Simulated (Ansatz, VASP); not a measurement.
# B2O3 (glassy B2O3): VASP beside Ansatz

Aim: how closely do two programs agree when they are given the same cell, functional and k mesh? The structure shown is the start of the Ansatz relaxation below; VASP solves that cell, so the two are compared at the walk's first step.

Program: Ansatz 0.2.0. Level of theory: plane waves, with VASP 6.6.1 beside it; single point at PBE. Results are calculated unless marked as measured.

**1. The structure**

The cell holds 85 atoms: 34 B and 51 O. Its edges and angles: a = 10.297 Å, b = 10.297 Å, c = 10.297 Å, α = 90.0°, β = 90.0°, γ = 90.0°. As first built, before any earlier steps moved the atoms (in the runner's words): 85 atoms (34 B, 51 O) placed at random at 1.8 g/cm^3, melted at 3000 K for 20 ps at fixed volume with the Buckingham and Coulomb pair potential of Guillot and Sator (Geochim. Cosmochim. Acta 71, 1249 (2007)) with the boron terms of Wang et al. (J. Non-Cryst. Solids 498, 294 (2018)). Quenched from 3000 K to 300 K at 10 K/ps and fixed volume, held 5 ps.

**2. Ansatz: relaxation, PBE**

Ansatz runs on its default PAW (the set named soft_2) files.

The two programs are compared at the cell with which this relaxation starts, whose forces are those of its first step.

input.yaml reads:

```yaml
crystal:
  lattice:
    - [10.2971, 0.0, 0.0]
    - [0.0, 10.2971, 0.0]
    - [0.0, 0.0, 10.2971]
  atoms:
    - { symbol: B, position: [0.79601, 0.58666, 0.85421] }
    - { symbol: B, position: [0.26977, 0.79406, 0.38595] }
    - { symbol: B, position: [0.25168, 0.9168, 0.89472] }
    - { symbol: B, position: [0.03225, 0.86432, 0.76776] }
    - { symbol: B, position: [0.90635, 0.75321, 0.56053] }
    - { symbol: B, position: [0.42521, 0.9606, 0.51684] }
    - { symbol: B, position: [0.71257, 0.32957, 0.52085] }
    - { symbol: B, position: [0.07466, 0.39996, 0.19325] }
    - { symbol: B, position: [0.78262, 0.19308, 0.95537] }
    - { symbol: B, position: [0.90302, 0.58201, 0.29575] }
    - { symbol: B, position: [0.68304, 0.20043, 0.30079] }
    - { symbol: B, position: [0.87291, 0.0979, 0.64] }
    - { symbol: B, position: [0.51702, 0.09023, 0.14273] }
    - { symbol: B, position: [0.50415, 0.57732, 0.48138] }
    - { symbol: B, position: [0.54253, 0.83969, 0.23698] }
    - { symbol: B, position: [0.61027, 0.7794, 0.85877] }
    - { symbol: B, position: [0.44818, 0.68441, 0.04614] }
    - { symbol: B, position: [0.23298, 0.14048, 0.51723] }
    - { symbol: B, position: [0.22366, 0.53893, 0.02224] }
    - { symbol: B, position: [0.26174, 0.60973, 0.56332] }
    - { symbol: B, position: [0.61992, 0.22946, 0.7456] }
    - { symbol: B, position: [0.1348, 0.49443, 0.77104] }
    - { symbol: B, position: [0.66834, 0.77498, 0.46561] }
    - { symbol: B, position: [0.87574, 0.51816, 0.60983] }
    - { symbol: B, position: [0.63751, 0.96545, 0.67498] }
    - { symbol: B, position: [0.44416, 0.09458, 0.88747] }
    - { symbol: B, position: [0.65505, 0.49924, 0.2846] }
    - { symbol: B, position: [0.86266, 0.03275, 0.38438] }
    - { symbol: B, position: [0.75099, 0.42239, 0.05907] }
    - { symbol: B, position: [0.21137, 0.91937, 0.15722] }
    - { symbol: B, position: [0.0726, 0.24144, 0.69625] }
    - { symbol: B, position: [0.14747, 0.15747, 0.26028] }
    - { symbol: B, position: [0.87984, 0.9486, 0.97721] }
    - { symbol: B, position: [0.9209, 0.8379, 0.22321] }
    - { symbol: O, position: [0.16163, 0.87455, 0.80054] }
    - { symbol: O, position: [0.80002, 0.29453, 0.04727] }
    - { symbol: O, position: [0.2194, 0.69957, 0.46323] }
    - { symbol: O, position: [0.82471, 0.06906, 0.97978] }
    - { symbol: O, position: [0.51172, 0.16902, 0.79496] }
    - { symbol: O, position: [0.63629, 0.2783, 0.61789] }
    - { symbol: O, position: [0.78138, 0.51288, 0.96718] }
    - { symbol: O, position: [0.48219, 0.10614, 0.01852] }
    - { symbol: O, position: [0.98775, 0.82463, 0.64283] }
    - { symbol: O, position: [0.34577, 0.06686, 0.54457] }
    - { symbol: O, position: [0.93991, 0.8951, 0.86314] }
    - { symbol: O, position: [0.50406, 0.96583, 0.19635] }
    - { symbol: O, position: [0.71463, 0.23764, 0.84807] }
    - { symbol: O, position: [0.34381, 0.59794, 0.03454] }
    - { symbol: O, position: [0.50935, 0.74402, 0.93856] }
    - { symbol: O, position: [0.17351, 0.04721, 0.18517] }
    - { symbol: O, position: [0.74704, 0.05041, 0.66885] }
    - { symbol: O, position: [0.71494, 0.69715, 0.84994] }
    - { symbol: O, position: [0.1946, 0.15824, 0.38836] }
    - { symbol: O, position: [0.8584, 0.54166, 0.74563] }
    - { symbol: O, position: [0.94614, 0.70858, 0.25359] }
    - { symbol: O, position: [0.08483, 0.36866, 0.74807] }
    - { symbol: O, position: [0.81497, 0.41109, 0.5608] }
    - { symbol: O, position: [0.16828, 0.47104, 0.12575] }
    - { symbol: O, position: [0.76994, 0.09638, 0.31071] }
    - { symbol: O, position: [0.96041, 0.16666, 0.71317] }
    - { symbol: O, position: [0.89532, 0.08294, 0.50394] }
    - { symbol: O, position: [0.4906, 0.73624, 0.1663] }
    - { symbol: O, position: [0.08702, 0.2657, 0.2078] }
    - { symbol: O, position: [0.1748, 0.19668, 0.62438] }
    - { symbol: O, position: [0.6895, 0.29807, 0.39227] }
    - { symbol: O, position: [0.55227, 0.94897, 0.57175] }
    - { symbol: O, position: [0.16498, 0.53877, 0.89643] }
    - { symbol: O, position: [0.33925, 0.0158, 0.86203] }
    - { symbol: O, position: [0.21846, 0.83092, 0.26234] }
    - { symbol: O, position: [0.78448, 0.80149, 0.52367] }
    - { symbol: O, position: [0.66179, 0.4513, 0.15739] }
    - { symbol: O, position: [0.37747, 0.86074, 0.43664] }
    - { symbol: O, position: [0.76932, 0.56179, 0.31545] }
    - { symbol: O, position: [0.58972, 0.67717, 0.52175] }
    - { symbol: O, position: [0.55116, 0.50915, 0.37532] }
    - { symbol: O, position: [0.97902, 0.46976, 0.26167] }
    - { symbol: O, position: [0.92254, 0.62154, 0.53906] }
    - { symbol: O, position: [0.38857, 0.56194, 0.54963] }
    - { symbol: O, position: [0.89043, 0.87792, 0.09622] }
    - { symbol: O, position: [0.63454, 0.81597, 0.33759] }
    - { symbol: O, position: [0.5787, 0.18397, 0.21389] }
    - { symbol: O, position: [0.92937, 0.93458, 0.31299] }
    - { symbol: O, position: [0.23326, 0.88219, 0.02652] }
    - { symbol: O, position: [0.60463, 0.89241, 0.7823] }
    - { symbol: O, position: [0.17807, 0.56705, 0.66201] }
kpoints:
  mp_grid: { grid: [1, 1, 1] }
hamiltonian:
  xc: pbe
scf:
  occupations: { method: fermi_dirac, width: 0.025 }
output:
  forces: true
relax:
  f_tol: 0.05
  max_steps: 150
  cell: {}
```

Launch:

```bash
ansatz run input.yaml --threads 4 --pin off --max-ram 8192MiB --backend cpu --events-out ev --progress --plain --runs-dir out
```

Numbers of over 12 decimals in the logs are rounded to 6 here.

Log:

```text
Engine: ansatz 0.2.0, aarch64-unknown-linux-gnu
Pseudopotentials: kind: paw
Pseudopotential: B, paw, valence charge 3, recommended cutoff 420 eV (normal), B.paw.azcp
Pseudopotential: O, paw, valence charge 6, recommended cutoff 420 eV (normal), O.paw.azcp
Functional definition: PBE
  parameter kappa = 0.804
  parameter beta = 0.066725
  exchange = pbe_x(kappa = kappa, mu = beta*pi^2/3)
  correlation = pbe_c(beta = beta)
Crystal: 85 atoms, lattice volume = 1091.804 Å³
Basis set: ecut = 420 eV, 21367 PW (Γ), exchange–correlation on 144×144×144 points (8 copies of the dense FFT grid, shifted against one another)
Bands: 289, of which v1, the nominal top of the filled ones, is band 204 counted from 1 (203 counted from 0)
Symmetry: 1 space group operations
Space group: P1 (ITA 1), of the structure as read, at distance tolerance 1.0e-4 Å
k-points: 1
Non-local potential: B, projectors of the file, l = 0: 2, l = 1: 2, l = 2: 1
Non-local potential: O, projectors of the file, l = 0: 2, l = 1: 2, l = 2: 1
PAW form: soft (Blöchl's): semilocal exchange-correlation on the pseudo side does not see the compensation charge
PAW one-centre angular grid: B, 110 points (default); XC on 64 Gauss nodes
PAW one-centre angular grid: O, 110 points (default); XC on 64 Gauss nodes
Initial density: superposition of atomic densities (neutral atoms: chi_scale 0, normalization atom), corrected by the library's trained network
Initial wavefunctions: pseudopotential atomic-orbital guess
Functional: x = pbe(κ = 0.804, μ = 0.219515), c = pbe(β = 0.066725)
SCF iter   1: F=—  HF=-34301.476836 eV  |F-HF|=—  |Δ(HF+E_count)|=         —  Δρ=4.07e-3  dr2=1.45e-1  ethr=1.77e-3  ⟨swp⟩=6.0  Hψ=1239  notcnv=0  defer=53
preconditioner: auto → Resta (q_TF=auto, 2.315 Å⁻¹)  ε∞=2.9  [insulator: Δε(μ)=4.722 eV  Ē_g=16.352 eV  σ=0.025 eV  W_gap=1.00  n_scr=250 (ndim 8)  ℏωp=22.7 eV  f_vac=0.239  D(μ)=0.00/eV (n_scr^D=0)  ε∞_Penn≈2.9]
SCF iter   2: F=—  HF=-34301.480596 eV  |F-HF|=—  |Δ(HF+E_count)|=   3.76e-3  Δρ=1.83e-3  dr2=2.11e-2  ethr=3.56e-5  ⟨swp⟩=2.0  Hψ=543  notcnv=0  defer=79
SCF iter   3: F=—  HF=-34301.486953 eV  |F-HF|=—  |Δ(HF+E_count)|=   6.36e-3  Δρ=7.43e-4  dr2=5.65e-3  ethr=5.17e-6  ⟨swp⟩=2.0  Hψ=314  notcnv=0  defer=79
SCF iter   4: F=—  HF=-34301.487941 eV  |F-HF|=—  |Δ(HF+E_count)|=   9.87e-4  Δρ=1.88e-4  dr2=3.78e-4  ethr=1.39e-6  ⟨swp⟩=2.0  Hψ=367  notcnv=0  defer=79
SCF iter   5: F=—  HF=-34301.487964 eV  |F-HF|=—  |Δ(HF+E_count)|=   2.36e-5  Δρ=8.85e-5  dr2=7.54e-5  ethr=9.25e-8  ⟨swp⟩=2.0  Hψ=382  notcnv=0  defer=79
SCF iter   6: F=—  HF=-34301.489584 eV  |F-HF|=—  |Δ(HF+E_count)|=   1.62e-3  Δρ=2.16e-5  dr2=5.85e-6  ethr=1.85e-8  ⟨swp⟩=2.0  Hψ=442  notcnv=0  defer=79
SCF iter   7: F=—  HF=-34301.489584 eV  |F-HF|=—  |Δ(HF+E_count)|=   2.64e-7  Δρ=1.12e-5  dr2=1.23e-6  ethr=1.43e-9  ⟨swp⟩=2.0  Hψ=376  notcnv=0  defer=79
SCF iter   8: F=—  HF=-34301.489584 eV  |F-HF|=—  |Δ(HF+E_count)|=   3.16e-7  Δρ=4.41e-6  dr2=1.94e-7  ethr=3.00e-10  ⟨swp⟩=2.0  Hψ=414  notcnv=0  defer=79
SCF iter   9: F=-34301.489584 eV  HF=-34301.489584 eV  |F-HF|=1.04e-8  |Δ(HF+E_count)|=   5.96e-8  Δρ=1.01e-6  dr2=1.56e-8  ethr=2.45e-11  ⟨swp⟩=4.0  Hψ=808  notcnv=0
SCF 1 converged in 9 iterations: F = -34301.489584 eV  dr2 = 1.56e-8
  greatest PAW one-centre occupation: 0.860 electrons in one spin orbital (limit 2), on the O atom at site 76 (counted from 0), in its partial waves of l = 0
relax step   1: F+E_penalty+E_count = -34301.48958351 eV  Δ(F+E_penalty+E_count) = +0.000e0 eV  max|allowed force component| = 3.082e0 eV/Å  Δτ_max = 0.0000 Å  P = -9.741 GPa  Ω = 1091.804 Å³  (9 SCF iters, dr2 threshold 1.00e-7 eV, accepted)
Crystal: 85 atoms, lattice volume = 1054.642 Å³
Basis set: ecut = 420 eV, 20559 PW (Γ), exchange–correlation on 144×144×144 points (8 copies of the dense FFT grid, shifted against one another)
Initial density: handed on by an earlier stage of this run
Initial wavefunctions: those handed on with the density
iter 1 solved again at ethr=3.03e-4 eV; its pass at ethr=3.10e-3 eV (dr2=1.24e0 eV) is discarded
SCF iter   1: F=—  HF=-34307.136911 eV  |F-HF|=—  |Δ(HF+E_count)|=         —  Δρ=1.42e-2  dr2=1.24e0  ethr=3.03e-4  ⟨swp⟩=5.0  Hψ=1437  notcnv=0
preconditioner: auto → Resta (q_TF=auto, 2.329 Å⁻¹)  ε∞=2.9  [insulator: Δε(μ)=5.145 eV  Ē_g=16.859 eV  σ=0.025 eV  W_gap=1.00  n_scr=250 (ndim 8)  ℏωp=23.1 eV  f_vac=0.224  D(μ)=0.00/eV (n_scr^D=0)  ε∞_Penn≈2.9]
SCF iter   2: F=—  HF=-34306.945537 eV  |F-HF|=—  |Δ(HF+E_count)|=   1.91e-1  Δρ=7.00e-3  dr2=2.69e-1  ethr=3.03e-4  ⟨swp⟩=5.0  Hψ=595  notcnv=0
SCF iter   3: F=—  HF=-34306.950474 eV  |F-HF|=—  |Δ(HF+E_count)|=   4.94e-3  Δρ=2.24e-3  dr2=4.31e-2  ethr=6.59e-5  ⟨swp⟩=4.0  Hψ=617  notcnv=0
SCF iter   4: F=—  HF=-34306.948377 eV  |F-HF|=—  |Δ(HF+E_count)|=   2.10e-3  Δρ=5.06e-4  dr2=3.58e-3  ethr=1.06e-5  ⟨swp⟩=3.0  Hψ=528  notcnv=0
[...]
atom  64  O      0.00057005     0.00048183    -0.00194607
  atom  65  O      0.00145066     0.00073667    -0.00004949
  atom  66  O     -0.00254185     0.00016170     0.00240531
  atom  67  O     -0.00136178     0.00056676    -0.00181187
  atom  68  O     -0.00125108    -0.00002776    -0.00277136
  atom  69  O     -0.00130035     0.00187333    -0.00052916
  atom  70  O      0.00204789     0.00049582     0.00087139
  atom  71  O      0.00044922     0.00129591    -0.00116897
  atom  72  O      0.00174771     0.00074375    -0.00051855
  atom  73  O     -0.00088628    -0.00234555     0.00033092
  atom  74  O      0.00015581     0.00115074    -0.00013268
  atom  75  O     -0.00096588     0.00143562     0.00092480
  atom  76  O     -0.00089897    -0.00108021     0.00094794
  atom  77  O     -0.00179236    -0.00080016     0.00080264
  atom  78  O      0.00036504    -0.00244445    -0.00102875
  atom  79  O      0.00063041     0.00196024    -0.00250644
  atom  80  O      0.00158040    -0.00147202     0.00172009
  atom  81  O      0.00070285     0.00005659     0.00408506
  atom  82  O      0.00095604     0.00442199     0.00281420
  atom  83  O     -0.00080783     0.00242382    -0.00027030
  atom  84  O      0.00102298    -0.00019629    -0.00164945
  atom  85  O      0.00036910    -0.00069143     0.00060119
  max |Σ_I F_I| component: 6.92e-6 eV/Å
--- Stress (GPa, compression-positive) ---
       -0.010229      -0.007854      -0.016797
       -0.007844       0.013310       0.017151
       -0.016802       0.017131      -0.007753
  P = ⅓ Tr σ = -0.0016 GPa (-0.016 kbar)
--- Relaxed structure (22 steps of the walk, 20 accepted, 3 SCFs on fresh bases) ---
  F+E_penalty+E_count = -34312.11616940 eV   max|allowed force component| = 5.896e-3 eV/Å   (the final SCF, on the basis selected at the relaxed cell)
  cell:  # Å, volume = 1014.1519 Å³
    - [9.941918, -0.232947, -0.350542]
    - [-0.232947, 10.436116, 0.305779]
    - [-0.350542, 0.305779, 9.800450]
  atoms:
    - { symbol: B, position: [0.722348, 0.555625, 0.864861] }
    - { symbol: B, position: [0.285060, 0.835271, 0.422638] }
    - { symbol: B, position: [0.226540, 0.948890, 0.943824] }
    - { symbol: B, position: [0.026448, 0.861747, 0.810136] }
    - { symbol: B, position: [0.886092, 0.725882, 0.622606] }
    - { symbol: B, position: [0.424034, 0.999128, 0.546131] }
    - { symbol: B, position: [0.691767, 0.299839, 0.550904] }
    - { symbol: B, position: [0.081065, 0.447971, 0.139340] }
    - { symbol: B, position: [0.771756, 0.184405, 0.948707] }
    - { symbol: B, position: [0.908265, 0.584598, 0.244636] }
    - { symbol: B, position: [0.683428, 0.134173, 0.351745] }
    - { symbol: B, position: [0.895930, 0.086793, 0.609271] }
    - { symbol: B, position: [0.525966, 0.064276, 0.162162] }
    - { symbol: B, position: [0.517203, 0.556701, 0.436791] }
    - { symbol: B, position: [0.566958, 0.822044, 0.215681] }
    - { symbol: B, position: [0.611258, 0.770567, 0.845178] }
    - { symbol: B, position: [0.454661, 0.682441, 0.035987] }
    - { symbol: B, position: [0.240905, 0.178351, 0.506846] }
    - { symbol: B, position: [0.233638, 0.552229, -0.036838] }
    - { symbol: B, position: [0.275440, 0.598455, 0.501818] }
    - { symbol: B, position: [0.575495, 0.229386, 0.765399] }
    - { symbol: B, position: [0.175061, 0.479480, 0.716477] }
    - { symbol: B, position: [0.683772, 0.746484, 0.450200] }
    - { symbol: B, position: [0.807850, 0.491608, 0.649054] }
    - { symbol: B, position: [0.659936, 0.973956, 0.679676] }
    - { symbol: B, position: [0.415379, 0.131303, 0.924707] }
    - { symbol: B, position: [0.679526, 0.476218, 0.279983] }
    - { symbol: B, position: [0.896270, 0.00812556, 0.374029] }
    - { symbol: B, position: [0.731270, 0.394751, 0.064404] }
    - { symbol: B, position: [0.212770, 0.987499, 0.198531] }
    - { symbol: B, position: [0.076002, 0.254966, 0.673747] }
    - { symbol: B, position: [0.174341, 0.228565, 0.249695] }
    - { symbol: B, position: [0.880547, 0.960665, 0.988717] }
    - { symbol: B, position: [0.924849, 0.829808, 0.213700] }
    - { symbol: O, position: [0.162348, 0.871802, 0.846430] }
    - { symbol: O, position: [0.792749, 0.298475, 0.010194] }
    - { symbol: O, position: [0.237698, 0.710382, 0.429078] }
    - { symbol: O, position: [0.839840, 0.081346, 1.005113] }
    - { symbol: O, position: [0.450734, 0.216062, 0.817266] }
    - { symbol: O, position: [0.588701, 0.286660, 0.637842] }
    - { symbol: O, position: [0.709157, 0.514908, 0.998792] }
    - { symbol: O, position: [0.482262, 0.142242, 0.051214] }
    - { symbol: O, position: [0.981191, 0.792020, 0.701577] }
    - { symbol: O, position: [0.348658, 0.102498, 0.512539] }
    - { symbol: O, position: [0.941543, 0.933090, 0.875574] }
    - { symbol: O, position: [0.527509, 0.934612, 0.146243] }
    - { symbol: O, position: [0.683235, 0.172311, 0.837221] }
    - { symbol: O, position: [0.341955, 0.602864, 0.041606] }
    - { symbol: O, position: [0.500218, 0.736658, 0.916660] }
    - { symbol: O, position: [0.183108, 0.115096, 0.185430] }
    - { symbol: O, position: [0.786844, 0.019193, 0.657153] }
    - { symbol: O, position: [0.703646, 0.681615, 0.821103] }
    - { symbol: O, position: [0.193511, 0.242177, 0.386935] }
    - { symbol: O, position: [0.752732, 0.470282, 0.773494] }
    - { symbol: O, position: [0.965029, 0.705566, 0.237266] }
    - { symbol: O, position: [0.090889, 0.371470, 0.733195] }
    - { symbol: O, position: [0.784966, 0.401943, 0.553115] }
    - { symbol: O, position: [0.116065, 0.525553, 0.027958] }
[...]
- { symbol: O, position: [0.388202, 0.537139, 0.473444] }
    - { symbol: O, position: [0.861803, 0.863406, 0.088713] }
    - { symbol: O, position: [0.647850, 0.822732, 0.334739] }
    - { symbol: O, position: [0.559466, 0.124390, 0.281534] }
    - { symbol: O, position: [0.960627, 0.914829, 0.313308] }
    - { symbol: O, position: [0.205180, 0.921635, 0.079399] }
    - { symbol: O, position: [0.629171, 0.892490, 0.790337] }
    - { symbol: O, position: [0.189659, 0.536313, 0.588879] }
```

[end of part 1 of 2]

[Lines on the potential files, build, host, timing and source positions are cut from VASP's logs without a mark.]

[Logs are printed without paths, hosts, clocks, repeated set-up lines and the standing remarks that a program may print on its own settings, such as how far it seeks lower states.]

[Hosts, paths, dates, database ids (printed as entryN), source tags and the programs' standing remarks are cut or masked in the printed files.]
